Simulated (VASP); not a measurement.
AlIn3Sb4, 8 atoms in the cell. Symmetry: Cm, No. 8, monoclinic system. The conventional cell has a = 15.094 Å, b = 4.652 Å, c = 7.751 Å, α = 90.00°, β = 100.77°, γ = 90.00°. Around In (site symmetry m) lie 4 Sb at 2.81 to 2.82 Å. In (site symmetry m) has 4 Sb at 2.81 to 2.84 Å as nearest neighbours. In (site symmetry m) is surrounded by 4 Sb at 2.80 to 2.82 Å. Al (site symmetry m) is surrounded by 4 Sb at 2.66 to 2.73 Å. Sb (site symmetry m) has 1 Al at 2.66 Å and 3 In at 2.81 to 2.82 Å as nearest neighbours. Around Sb (site symmetry m) lie 2 Al at 2.73 Å and 2 In at 2.82 to 2.84 Å. Around Sb (site symmetry m) lie 4 In at 2.80 to 2.82 Å. Sb (site symmetry m) is surrounded by 1 Al at 2.68 Å and 3 In at 2.82 to 2.84 Å. The cell comes from a database or a generator and needn't be the stable form of this composition.

| Property | Result |
| --- | --- |
| Program | VASP 6.6.1 |
| Task | band structure |
| Functional | PBEsol |
| Potentials or basis | VASP PAW PBE potentials, release 64 (In_d, Al, Sb) |
| Cutoff | 520 eV |
| k mesh | 3 × 3 × 2 |
| Occupations | gaussian, width 0.02 eV |
| Spin | no spin polarisation |
| Further INCAR settings | ALGO = Normal; EDIFF = 1e-06; NBANDS = 41 |

Potentials or basis: VASP PAW PBE potentials, release 64 (In_d, Al, Sb).

Command:

```bash
$ cat potpaw_PBE.64/In_d/POTCAR potpaw_PBE.64/Al/POTCAR potpaw_PBE.64/Sb/POTCAR > POTCAR
$ mpirun -np 2 vasp_std > vasp.out
```

Hardware: 2 MPI ranks on Intel(R) Xeon(R) Platinum 8375C CPU @ 2.90GHz (Ice Lake) (shared host).

Question: Estimate the wall time of this run.

Answer: It took 5.1 min on 2 MPI ranks on Intel(R) Xeon(R) Platinum 8375C CPU @ 2.90GHz (Ice Lake), on a shared host, peak memory 0.39 GiB a rank. Counts: scf iterations 130, k points 8.
